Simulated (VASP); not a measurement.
OSZICAR of a VASP run on Sr3Ru (space group I4/mmm):

### OSZICAR
```
       N       E                     dE             d eps       ncg     rms          rms(c)
DAV:   1     0.230477578357E+03    0.23048E+03   -0.17937E+04   248   0.996E+02
DAV:   2     0.853731832580E+01   -0.22194E+03   -0.21837E+03   240   0.298E+02
DAV:   3    -0.108193118314E+02   -0.19357E+02   -0.19091E+02   374   0.575E+01
DAV:   4    -0.117148576672E+02   -0.89555E+00   -0.89243E+00   288   0.118E+01
DAV:   5    -0.117439076344E+02   -0.29050E-01   -0.29033E-01   302   0.174E+00    0.187E+01
DAV:   6    -0.145161442024E+02   -0.27722E+01   -0.37621E+01   268   0.922E+00    0.367E+01
DAV:   7    -0.118025161780E+02    0.27136E+01   -0.12093E+01   260   0.538E+00    0.193E+01
DAV:   8    -0.113378245439E+02    0.46469E+00   -0.18911E+00   274   0.553E+00    0.606E+00
DAV:   9    -0.113325197928E+02    0.53048E-02   -0.55805E-02   336   0.949E-01    0.261E+00
DAV:  10    -0.113163240261E+02    0.16196E-01   -0.40453E-02   248   0.967E-01    0.143E+00
DAV:  11    -0.113130538955E+02    0.32701E-02   -0.20604E-02   280   0.288E-01    0.108E+00
DAV:  12    -0.113113170691E+02    0.17368E-02   -0.24206E-03   288   0.208E-01    0.452E-01
DAV:  13    -0.113113393274E+02   -0.22258E-04   -0.15323E-03   248   0.203E-01    0.234E-01
DAV:  14    -0.113112173722E+02    0.12196E-03   -0.16047E-04   328   0.467E-02    0.765E-02
DAV:  15    -0.113112110918E+02    0.62804E-05   -0.23950E-05   220   0.147E-02    0.141E-02
DAV:  16    -0.113112127068E+02   -0.16150E-05   -0.18557E-06   208   0.649E-03    0.437E-03
DAV:  17    -0.113112130595E+02   -0.35272E-06   -0.28342E-07   148   0.310E-03
   1 F= -.11311213E+02 E0= -.11267602E+02  d E =-.872221E-01
```

Which electronic solver shows in the log?

It is blocked Davidson (ALGO = Normal, or the opening steps of other solvers). The INCAR had ALGO = Normal.

Can the final energy be trusted as converged?

The run converged. It stopped with EDIFF = 1E-6, NELM = 100 (PBE GGA, plane waves, VASP's PBE PAW potentials (set 64)).

The structure was generated: Sr3Ru was put into an ordered model structure, which need not be its known phase. The cell was not relaxed at this level. The k-mesh is coarse (spacing up to 0.85 per Å, 2π included), so the numbers may not be converged in it. The run is one of a series of settings (KPOINTS 2×2×2 Γ-centred mesh against the base run), some of them coarse on purpose.
